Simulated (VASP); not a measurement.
Output of a VASP run:

File OSZICAR:
```
       N       E                     dE             d eps       ncg     rms          rms(c)
DAV:   1     0.591451330492E+03    0.59145E+03   -0.30512E+04  4334   0.159E+03
DAV:   2    -0.240466117766E+02   -0.61550E+03   -0.60570E+03  4534   0.521E+02
DAV:   3    -0.447152480800E+02   -0.20669E+02   -0.20119E+02  5406   0.923E+01
DAV:   4    -0.450898376929E+02   -0.37459E+00   -0.37300E+00  4710   0.110E+01
DAV:   5    -0.451001977100E+02   -0.10360E-01   -0.10344E-01  5195   0.166E+00    0.230E+01
DAV:   6    -0.422017063250E+02    0.28985E+01   -0.10149E+01  4502   0.227E+01    0.506E+00
DAV:   7    -0.420701206358E+02    0.13159E+00   -0.76945E-01  5306   0.541E+00    0.178E+00
DAV:   8    -0.420558685838E+02    0.14252E-01   -0.19260E-01  5316   0.364E+00    0.134E+00
DAV:   9    -0.420358761807E+02    0.19992E-01   -0.45697E-02  5383   0.182E+00    0.214E-01
DAV:  10    -0.420357060366E+02    0.17014E-03   -0.23009E-03  5028   0.454E-01    0.365E-02
DAV:  11    -0.420357269857E+02   -0.20949E-04   -0.88917E-05  5057   0.778E-02    0.157E-02
DAV:  12    -0.420357304626E+02   -0.34769E-05   -0.90692E-06  4598   0.243E-02    0.488E-03
DAV:  13    -0.420357304019E+02    0.60753E-07   -0.88429E-07  5206   0.890E-03    0.134E-03
DAV:  14    -0.420357304010E+02    0.83583E-09   -0.50808E-08  5086   0.177E-03    0.536E-04
DAV:  15    -0.420357303953E+02    0.57762E-08   -0.38376E-09  3764   0.462E-04    0.146E-04
DAV:  16    -0.420357303977E+02   -0.24320E-08   -0.24838E-10  2323   0.142E-04    0.654E-05
DAV:  17    -0.420357303982E+02   -0.51205E-09   -0.15363E-10  2245   0.100E-04
   1 F= -.42035730E+02 E0= -.42023057E+02  d E =-.253471E-01
```

OUTCAR:
```
------------------------ aborting loop because EDIFF is reached ----------------------------------------
  FORCE on cell =-STRESS in cart. coord.  units (eV):
  Direction    XX          YY          ZZ          XY          YZ          ZX
  --------------------------------------------------------------------------------------
  Total       -8.8933736     -8.8933793     -9.4970740      0.0000000     -0.0000000     -0.0000000
  in kB     -248.5660674   -248.5662291   -265.4392410      0.0000000     -0.0000000     -0.0000000
  external PRESSURE =    -254.1905125 kB  Pullay stress =       0.0000000 kB
  volume of cell :       57.32
      direct lattice vectors                 reciprocal lattice vectors
     2.740070000  0.000000000  0.000000000     0.364954180  0.210706326  0.000000000
    -1.370035000  2.372971000  0.000000000     0.000000000  0.421412651  0.000000000
     0.000000000  0.000000000  8.816195000     0.000000000  0.000000000  0.113427618
 POSITION                                       TOTAL-FORCE (eV/Angst)
 -----------------------------------------------------------------------------------
      0.00000      0.00000      0.00000        -0.000000      0.000000     -0.000000
      0.00000      0.00000      4.40810        -0.000000      0.000000     -0.000000
     -0.00000      1.58198      2.20405         0.000000      0.000000     -0.000000
      1.37004      0.79099      6.61215        -0.000000     -0.000000      0.000000
 -----------------------------------------------------------------------------------
    total drift:                                0.000000     -0.000000      0.000000
  FREE ENERGIE OF THE ION-ELECTRON SYSTEM (eV)
  ---------------------------------------------------
  free  energy   TOTEN  =       -42.0357303982 eV

  energy  without entropy=      -42.0103833396  energy(sigma->0) =      -42.02305687
```
(Selected blocks of OUTCAR.)

**POSCAR**
```
Ru
1
    2.7400700000     0.0000000000     0.0000000000
   -1.3700350000     2.3729710000     0.0000000000
    0.0000000000     0.0000000000     8.8161950000
Ru
4
Direct
  0.0000000000   0.0000000000   0.0000000000
  0.0000000000   0.0000000000   0.5000000000
  0.3333330000   0.6666670000   0.2500000000
  0.6666670000   0.3333330000   0.7500000000
```

Question: Write an INCAR and KPOINTS that could have produced this output.

Answer: Several could match; the one computed here: the input of the run itself, LDA (Ceperley-Alder, Perdew-Zunger), plane waves, VASP's LDA PAW potentials (set 64).

**INCAR**
```
! general
SYSTEM =Ru
PREC   =Accurate
ENCUT  =420
LREAL  =.False.
LASPH  =.True.

! electronic loop
EDIFF  =1E-09
NELM   =100
ALGO   =Normal
LMAXMIX=4

! smearing
ISMEAR =0
SIGMA  =0.1

! ions
ISIF   =2

! output
LWAVE  =.False.
LCHARG =.False.
```

KPOINTS:
```
Automatic mesh
0
Gamma
13 13 5
0 0 0
```

POTCAR, in this order: Ru_pv (LDA.64 set). Program: vasp_std.

The structure was generated: Ru was put into an ordered model structure, which need not be its known phase. The cell was not relaxed at this level. The run is one of a series of settings (EDIFF = 1E-09, ENCUT = 420, KPOINTS 13×13×5 Γ-centred mesh against the base run), some of them coarse on purpose.
